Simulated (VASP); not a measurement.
All values below come from PBE GGA, VASP's PBE PAW potentials (set 64) (plane waves; VASP).

VASP input:

INCAR:
```
! general
SYSTEM  = ZnS
PREC    = Accurate
ENCUT   = 520
LREAL   = .FALSE.
LASPH   = .TRUE.

! electronic loop
EDIFF   = 1E-7
NELM    = 100
ALGO    = Normal
LMAXMIX = 4

! smearing
ISMEAR  = -5

! functional
GGA     = PE

! ions
ISIF    = 2

! output
LWAVE   = .FALSE.
LCHARG  = .TRUE.
LORBIT  = 11
NEDOS   = 601
```

### POSCAR
```
ZnS
1
    0.0000000000     2.7236531976     2.7236531976
    2.7236531976     0.0000000000     2.7236531976
    2.7236531976     2.7236531976     0.0000000000
Zn S
1 1
Direct
  0.0000000000   0.0000000000   0.0000000000
  0.2500000000   0.2500000000   0.2500000000
```

KPOINTS:
```
Automatic mesh
0
Gamma
9 9 9
0 0 0
```

POTCAR, in this order: Zn S (PBE.64 set). Program: vasp_std.

What VASP printed:

### OSZICAR
```
       N       E                     dE             d eps       ncg     rms          rms(c)
DAV:   1     0.881802829724E+02    0.88180E+02   -0.91250E+03   910   0.163E+03
DAV:   2    -0.118573095117E+01   -0.89366E+02   -0.85819E+02   985   0.282E+02
DAV:   3    -0.719973138851E+01   -0.60140E+01   -0.59883E+01  1070   0.734E+01
DAV:   4    -0.727841532602E+01   -0.78684E-01   -0.78649E-01  1055   0.896E+00
DAV:   5    -0.727964583879E+01   -0.12305E-02   -0.12305E-02  1110   0.111E+00    0.678E+00
DAV:   6    -0.686772536943E+01    0.41192E+00   -0.95511E-01  1348   0.364E+01    0.524E+00
DAV:   7    -0.685262616005E+01    0.15099E-01   -0.33544E-01   945   0.562E+00    0.266E+00
DAV:   8    -0.685212386686E+01    0.50229E-03   -0.55629E-03  1055   0.694E-01    0.777E-01
DAV:   9    -0.685242874059E+01   -0.30487E-03   -0.10874E-03  1038   0.317E-01    0.125E-01
DAV:  10    -0.685256858095E+01   -0.13984E-03   -0.14671E-04  1045   0.126E-01    0.560E-02
DAV:  11    -0.685259439990E+01   -0.25819E-04   -0.36527E-05   985   0.723E-02    0.913E-03
DAV:  12    -0.685259557285E+01   -0.11729E-05   -0.25798E-06  1060   0.147E-02    0.402E-03
DAV:  13    -0.685259547225E+01    0.10060E-06   -0.21862E-07   925   0.108E-02    0.544E-04
DAV:  14    -0.685259545667E+01    0.15583E-07   -0.82082E-08   680   0.281E-03
   1 F= -.68525955E+01 E0= -.68525955E+01  d E =0.000000E+00
```

**OUTCAR**
```
------------------------ aborting loop because EDIFF is reached ----------------------------------------
  FORCE on cell =-STRESS in cart. coord.  units (eV):
  Direction    XX          YY          ZZ          XY          YZ          ZX
  --------------------------------------------------------------------------------------
  Total        0.0026013      0.0026013      0.0026013     -0.0000000     -0.0000000      0.0000000
  in kB        0.1031388      0.1031388      0.1031388     -0.0000000     -0.0000000      0.0000000
  external PRESSURE =       0.1031388 kB  Pullay stress =       0.0000000 kB
  volume of cell :       40.41
      direct lattice vectors                 reciprocal lattice vectors
     0.000000000  2.723653198  2.723653198    -0.183576970  0.183576970  0.183576970
     2.723653198  0.000000000  2.723653198     0.183576970 -0.183576970  0.183576970
     2.723653198  2.723653198  0.000000000     0.183576970  0.183576970 -0.183576970
  FREE ENERGIE OF THE ION-ELECTRON SYSTEM (eV)
  ---------------------------------------------------
  free  energy   TOTEN  =        -6.8525954567 eV

  energy  without entropy=       -6.8525954567  energy(sigma->0) =       -6.85259546

 total charge

# of ion       s       p       d       tot
------------------------------------------
    1        0.513   0.456   9.797  10.767
    2        1.316   2.425   0.000   3.741
--------------------------------------------------
tot          1.829   2.881   9.797  14.508
```
(Selected blocks of OUTCAR.)

The compound is ZnS in the zinc blende structure. It was relaxed first.
